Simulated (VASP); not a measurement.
# Nb3B5 (Cmmm) in VASP: further runs

The runs below take Nb3B5 through relaxation of cell and atoms, with PBE.

Program: VASP 6.6.1. These are calculated values, not measurements. Logs are shortened: lines on timing, memory, paths and dates and some standing lists are left out, and cuts for length are marked.

**1. Starting point**

It takes space group Cmmm (No. 65, orthorhombic). Conventional cell: a = 6.323 Å, b = 7.139 Å, c = 3.593 Å, α = 90.00°, β = 90.00°, γ = 90.00°. Nb (site symmetry mmm) has 8 B at 2.29 to 2.38 Å as nearest neighbours. Around Nb (site symmetry m2m) lie 10 B at 2.35 to 2.44 Å and 2 Nb at 2.68 Å. Around B (site symmetry mmm) lie 8 B at 2.38 to 2.50 Å and 4 Nb at 2.39 Å. B (site symmetry 2/m) is surrounded by 6 Nb at 2.38 to 2.40 Å and 6 B at 2.38 to 2.54 Å. Around B (site symmetry 2mm) lie 6 Nb at 2.29 to 2.44 Å and 6 B at 2.50 to 2.54 Å.

The cell was built by a generator and needn't be a form met in nature.

**2. Relaxation of cell and atoms, PBE**

INCAR reads:

```
SYSTEM = Nb3B5
PREC     = Normal         ! precision mode
ENCUT    = 520            ! plane-wave cutoff, eV
EDIFF    = 1E-4           ! SCF threshold, eV
ISMEAR   = 0              ! smearing method
SIGMA    = 0.15           ! smearing width, eV
LREAL    = .False.        ! projectors in reciprocal space
LASPH    = .True.         ! aspherical terms in the spheres
NELM     = 60             ! most SCF steps
ALGO     = Fast           ! electronic algorithm
ISIF     = 3              ! what is computed and relaxed
LWAVE    = .False.        ! write WAVECAR
LCHARG   = .False.        ! write CHGCAR
GGA      = PE             ! functional
IBRION   = 2              ! ionic algorithm
NSW      = 24             ! ionic steps
EDIFFG   = -0.08          ! ionic threshold
```

KPOINTS reads:

```
Automatic mesh
0
Gamma
  4 4 5
  0 0 0
```

POSCAR reads:

```
Nb3B5
1.0
    3.1616193100     -3.5692556400      0.0000000000
    3.1616193100      3.5692556400      0.0000000000
    0.0000000000      0.0000000000      3.5931779200
Nb B
3 5
Direct
    0.5000000000      0.5000000000      0.0000000000
    0.7787370100      0.2212629900      0.5000000000
    0.2212629900      0.7787370100      0.5000000000
    0.0000000000      0.0000000000      0.0000000000
    0.0000000000      0.5000000000      0.0000000000
    0.5000000000      0.0000000000      0.0000000000
    0.2758920500      0.2758920500      0.5000000000
    0.7241079500      0.7241079500      0.5000000000
```

Potentials or basis: VASP PAW PBE potentials, release 64 (Nb_sv, B).

Command:

```sh
$ cat potpaw_PBE.64/Nb_sv/POTCAR potpaw_PBE.64/B/POTCAR > POTCAR
$ mpirun -np 1 vasp_std > vasp.out
```

OUTCAR:

```text
SYSTEM = Nb3B5
   PREC = Normal
   ENCUT = 520
   EDIFF = 1E-4
   ISMEAR = 0
   LREAL = .False.
   LASPH = .True.
   NELM = 60
   ISIF = 3
   GGA = PE
   IBRION = 2
   NSW = 24
   EDIFFG = -0.08

 ion  position               nearest neighbor table
   1  0.500  0.500  0.000-   7 2.29   8 2.29   7 2.29   8 2.29   5 2.38   6 2.38   6 2.38   5 2.38
                             2 2.68   3 2.68   2 2.68   3 2.68
   2  0.779  0.221  0.500-   7 2.35   8 2.35   4 2.39   4 2.39   6 2.40   5 2.40   5 2.40   6 2.40
                             8 2.44   7 2.44   1 2.68   1 2.68
   3  0.221  0.779  0.500-   7 2.35   8 2.35   4 2.39   4 2.39   6 2.40   5 2.40   5 2.40   6 2.40
                             8 2.44   7 2.44   1 2.68   1 2.68
   4  0.000  0.000  0.000-   2 2.39   3 2.39   2 2.39   3 2.39
   5  0.000  0.500  0.000-   1 2.38   1 2.38   3 2.40   2 2.40   3 2.40   2 2.40
   6  0.500  0.000  0.000-   1 2.38   1 2.38   3 2.40   2 2.40   3 2.40   2 2.40
   7  0.276  0.276  0.500-   1 2.29   1 2.29   3 2.35   2 2.35   2 2.44   3 2.44
   8  0.724  0.724  0.500-   1 2.29   1 2.29   3 2.35   2 2.35   2 2.44   3 2.44

  LATTYP: Found a base centered orthorhombic cell.
 ALAT       =     6.3232386200
 B/A-ratio  =     1.1289327683
 C/A-ratio  =     0.5682496164

  Lattice vectors:

 A1 = (   3.1616193100,  -3.5692556400,   0.0000000000)
 A2 = (   3.1616193100,   3.5692556400,   0.0000000000)
 A3 = (   0.0000000000,   0.0000000000,   3.5931779200)

Analysis of symmetry for initial positions (statically):
=====================================================================
 Subroutine PRICEL returns:
 Original cell was already a primitive cell.

 Routine SETGRP: Setting up the symmetry group for a
 base centered orthorhombic supercell.

 Subroutine GETGRP returns: Found  8 space group operations
 (whereof  8 operations were pure point group operations)
 out of a pool of  8 trial point group operations.

The static configuration has the point symmetry D_2h.

Analysis of symmetry for dynamics (positions and initial velocities):
=====================================================================
 Subroutine PRICEL returns:
 Original cell was already a primitive cell.

 Routine SETGRP: Setting up the symmetry group for a
 base centered orthorhombic supercell.

 Subroutine GETGRP returns: Found  8 space group operations
 (whereof  8 operations were pure point group operations)
 out of a pool of  8 trial point group operations.

The dynamic configuration has the point symmetry D_2h.

 Subroutine INISYM returns: Found  8 space group operations
 (whereof  8 operations are pure point group operations),
 and found     1 'primitive' translations

----------------------------------------------------------------------------------------

                                     Primitive cell

  volume of cell :      81.0953

  direct lattice vectors                    reciprocal lattice vectors
     3.161619310 -3.569255640  0.000000000     0.158146807 -0.140085231  0.000000000
     3.161619310  3.569255640  0.000000000     0.158146807  0.140085231  0.000000000
     0.000000000  0.000000000  3.593177920     0.000000000  0.000000000  0.278305172

  length of vectors
     4.768167623  4.768167623  3.593177920     0.211268276  0.211268276  0.278305172

  position of ions in fractional coordinates (direct lattice)
     0.500000000  0.500000000  0.000000000
     0.778737010  0.221262990  0.500000000
     0.221262990  0.778737010  0.500000000
     0.000000000  0.000000000  0.000000000
     0.000000000  0.500000000  0.000000000
     0.500000000  0.000000000  0.000000000
     0.275892050  0.275892050  0.500000000
     0.724107950  0.724107950  0.500000000

  ion indices of the primitive-cell ions
   primitive index   ion index
                 1           1
                 2           2
                 3           3
                 4           4
                 5           5
                 6           6
                 7           7
                 8           8

----------------------------------------------------------------------------------------

 KPOINTS: Automatic mesh

Automatic generation of k-mesh.
 Grid dimensions read from file:
 generate k-points for:    4    4    5

 Generating k-lattice:

  Cartesian coordinates                     Fractional coordinates (reciprocal lattice)
     0.039536702 -0.035021308  0.000000000     0.250000000  0.000000000  0.000000000
     0.039536702  0.035021308  0.000000000     0.000000000  0.250000000  0.000000000
     0.000000000  0.000000000  0.055661034     0.000000000  0.000000000  0.200000000

  Length of vectors
     0.052817069  0.052817069  0.055661034

  Shift w.r.t. Gamma in fractional coordinates (k-lattice)
     0.000000000  0.000000000  0.000000000

 Subroutine IBZKPT returns following result:
 ===========================================

 Found     21 irreducible k-points:

 Following reciprocal coordinates:
            Coordinates               Weight
  0.000000  0.000000  0.000000      1.000000
  0.250000  0.000000  0.000000      4.000000
  0.500000  0.000000  0.000000      2.000000
  0.250000  0.250000  0.000000      2.000000
  0.500000  0.250000  0.000000      4.000000
 -0.250000  0.250000  0.000000      2.000000
[... 13 lines left out ...]
 -0.250000  0.250000  0.400000      4.000000
  0.500000  0.500000  0.400000      2.000000
   k-points           NKPTS =     21   k-points in BZ     NKDIM =     21   number of bands    NBANDS=     32
   number of dos      NEDOS =    301   number of ions     NIONS =      8
   total plane-waves  NPLWV =  15680
   dimension x,y,z NGX =    28 NGY =   28 NGZ =   20
   dimension x,y,z NGXF=    56 NGYF=   56 NGZF=   40
   ions per type =               3   5
   NGX,Y,Z   is equivalent  to a cutoff of   9.76,  9.76,  9.25 a.u.
   NGXF,Y,Z  is equivalent  to a cutoff of  19.52, 19.52, 18.51 a.u.
 SYSTEM =  Nb3B5
   PREC   = normal    normal or accurate (medium, high low for compatibility)
   ISTART =      0    job   : 0-new  1-cont  2-samecut
   ICHARG =      2    charge: 1-file 2-atom 10-const
   ISPIN  =      1    spin polarized calculation?
   LNONCOLLINEAR =      F non collinear calculations
   LSORBIT =      F    spin-orbit coupling
   LASPH  =      T    aspherical Exc in radial PAW
   ENCUT  =  520.0 eV  38.22 Ry    6.18 a.u.   8.87  8.87  6.68*2*pi/ulx,y,z
   NELM   =     60;   NELMIN=  2; NELMDL= -5     # of ELM steps
   EDIFF  = 0.1E-03   stopping-criterion for ELM
   LREAL  =      F    real-space projection
   EDIFFG = -.8E-01   stopping-criterion for IOM
   NSW    =     24    number of steps for IOM
   IBRION =      2    ionic relax: 0-MD 1-quasi-New 2-CG
   NFREE  =      1    steps in history (QN), initial steepest desc. (CG)
   ISIF   =      3    stress and relaxation
   ISYM   =      2    0-nonsym 1-usesym 2-fastsym
   POTIM  = 0.5000    time-step for ionic-motion
   TEBEG  =    0.0;   TEEND  =   0.0 temperature during run
   PSTRESS=    0.0 pullay stress
   NELECT =      54.0000    total number of electrons
   NUPDOWN=      -1.0000    fix difference up-down
   EMIN   =  10.00;   EMAX   =-10.00  energy-range for DOS
   EFERMI =   0.00;   METHOD = LEGACY
   ISMEAR =     0;   SIGMA  =   0.15  broadening in eV -4-tet -1-fermi 0-gaus
   EFERMI_NEDOS =   21; number of points for ismear=-14 and -15
   IALGO  =     68    algorithm
   IMIX   =      4    mixing-type and parameters
     AMIX     =   0.40;   BMIX     =  1.00
     AMIX_MAG =   1.60;   BMIX_MAG =  1.00
  volume/ion in A,a.u.               =      10.14        68.41
  Fermi-wavevector in a.u.,A,eV,Ry     =   1.429577  2.701508 27.806081  2.043689
  Thomas-Fermi vector in A             =   2.549515
   LORBIT       =      0    0 simple, 1 ext, 2 COOP (PROOUT), +10 PAW based schemes
   GGA     = PE    functional components
   LHFCALC =     F    Hartree Fock is set to
   AEXX    =    0.0000 exact exchange contribution
   IVDW    =     0    specifies the selected vdW correction
   LEPSILON=     F    determine dielectric tensor
   LRPA    =     F    only Hartree local field effects (RPA)
 conjugate gradient relaxation of ions
 non-spin polarized calculation
 RMM-DIIS sequential band-by-band and
 Gauss-broadening in eV      SIGMA  =   0.15
  energy-cutoff  :      520.00
  volume of cell :       81.10
 maximum number of plane-waves:      2205
   NGX = 17   NGY = 17   NGZ = 13

--------------------------------------- Ionic step        1  -------------------------------------------

 number of electron      53.9999995 magnetization

 Free energy of the ion-electron system (eV)
  ---------------------------------------------------
  ext. energy  EPLUGINS =         0.00000000
  ---------------------------------------------------
  free energy    TOTEN  =       -60.64415294 eV

  energy without entropy =      -60.59075565  energy(sigma->0) =      -60.61745429

------------------------ aborting loop because EDIFF is reached ----------------------------------------

  FORCE on cell =-STRESS in cart. coord.  units (eV):
  Direction    XX          YY          ZZ          XY          YZ          ZX
  --------------------------------------------------------------------------------------
  -------------------------------------------------------------------------------------
  Total       11.1797530     11.0062536      0.6309668      0.0000000      0.0000000      0.0000000
  in kB      220.8751422    217.4473647     12.4658287      0.0000000      0.0000000      0.0000000
  external PRESSURE =     150.2627785 kB  Pullay stress =       0.0000000 kB
[... 27 lines left out ...]
  energy  without entropy=      -60.5907556514  energy(sigma->0) =      -60.61745429

--------------------------------------- Ionic step        2  -------------------------------------------

 number of electron      53.9999991 magnetization

 E-fermi :   9.6510     XC(G=0): -12.2323

 val. band max:        9.6476078104   @ k =   0.5000   0.2500   0.0000
 cond. band min:       9.6626131429   @ k =   0.2500   0.0000   0.0000
 fundamental gap:      0.0150053325
 Fermi energy:         9.6510239309

 k-point     1 :       0.0000    0.0000    0.0000
  band No.  band energies     occupation
      1     -45.5867      2.00000
      2     -45.5417      2.00000
      3     -45.1479      2.00000
      4     -21.8078      2.00000
      5     -21.7949      2.00000
      6     -21.7517      2.00000
[... 931 lines left out ...]
  energy  without entropy=      -61.8408797888  energy(sigma->0) =      -61.86108589

--------------------------------------- Ionic step        7  -------------------------------------------

 number of electron      53.9999989 magnetization

 Free energy of the ion-electron system (eV)
  ---------------------------------------------------
  ext. energy  EPLUGINS =         0.00000000
  ---------------------------------------------------
  free energy    TOTEN  =       -61.88513277 eV

  energy without entropy =      -61.84490777  energy(sigma->0) =      -61.86502027

 E-fermi :  10.4400     XC(G=0): -12.5665

 val. band max:       10.3946467279   @ k =   0.5000   0.5000   0.4000
 cond. band min:      10.4520670233   @ k =   0.5000   0.5000   0.2000
 fundamental gap:      0.0574202954
 Fermi energy:        10.4400391819

 k-point     1 :       0.0000    0.0000    0.0000
  band No.  band energies     occupation
      1     -44.5481      2.00000
      2     -44.4928      2.00000
      3     -44.0941      2.00000
      4     -20.9278      2.00000
      5     -20.8471      2.00000
      6     -20.7738      2.00000
[... 759 lines left out ...]
  FREE ENERGIE OF THE ION-ELECTRON SYSTEM (eV)
  ---------------------------------------------------
  free  energy   TOTEN  =       -61.8851327674 eV

  energy  without entropy=      -61.8449077730  energy(sigma->0) =      -61.86502027

 reached required accuracy - stopping structural energy minimisation
```

Run time: 1.8 min. Hardware: 1 thread of Intel Xeon 6975P-C (Granite Rapids), shared host; peak memory 0.17 GiB.

What came out:

```yaml
Free_energy: -61.8851 eV
Relaxed_volume: 10.78 Å³/atom
Relaxed_cell: a = 5.089 Å, b = 5.089 Å, c = 3.355 Å, α = 90.00°, β = 90.00°, γ = 96.83°
Space_group_after_relaxing_to_0.05_Å: Cmmm (No. 65)
Energy_gained_by_relaxing: 155.1 meV/atom
Ionic_steps: 7
Pressure_after_relaxing: 0.2 GPa
Largest_force_after_relaxing: 0.066 eV/Å
Band_gap_on_the_k_mesh: none (metal or under the smearing width)
```

Forces in eV/Å, atoms in the order of the input:
```
Nb   0.000  0.000  0.000
Nb   0.000  0.066  0.000
Nb   0.000 -0.066  0.000
B    0.000  0.000  0.000
B    0.000  0.000  0.000
B    0.000  0.000  0.000
B   -0.040  0.000  0.000
B    0.040  0.000  0.000
```

Stress tensor (GPa, compression positive):
```
-0.42  0.00  0.00
 0.00  0.51  0.00
 0.00  0.00  0.59
```

Step by step:
```csv
step,energy change (eV),largest force (eV/Å),pressure (GPa),volume (Å³)
1,0.0000,2.7762,15.03,81.10
2,-0.6628,0.5707,-14.48,92.66
3,-0.7850,0.5986,-7.91,89.13
4,-1.2031,0.9284,-0.08,86.49
5,-1.2043,0.8040,-0.47,86.62
6,-1.2371,0.2124,0.46,86.17
7,-1.2410,0.0660,0.22,86.28
```

Final structure:
```
Nb B
1.0
     3.37785   -3.80643    0.00000
     3.37785    3.80643    0.00000
     0.00000    0.00000    3.35507
Nb B
3 5
Direct
  0.50000 0.50000 0.00000
  0.79820 0.20180 0.50000
  0.20180 0.79820 0.50000
  0.00000 0.00000 0.00000
  0.00000 0.50000 0.00000
  0.50000 0.00000 0.00000
  0.27075 0.27075 0.50000
  0.72925 0.72925 0.50000
```

Levels at points of the mesh, in eV from the Fermi level:
```tsv
k point	band 24	band 25	band 26	band 27	band 28	band 29	band 30	band 31
(0.00, 0.00, 0.00)	-1.33	-1.29	-0.80	-0.41	0.72	0.72	0.92	1.17
(0.50, 0.00, 0.00)	-1.21	-0.27	-0.12	0.03	0.35	0.65	0.86	0.94
(0.50, 0.50, 0.00)	-1.28	-0.97	-0.85	0.04	0.06	0.73	0.79	1.19
```

Caveat: the relaxation stopped at a loose force limit of 0.08 eV/Å, so its end isn't a converged minimum.

(Continued in part 2 of 2.)
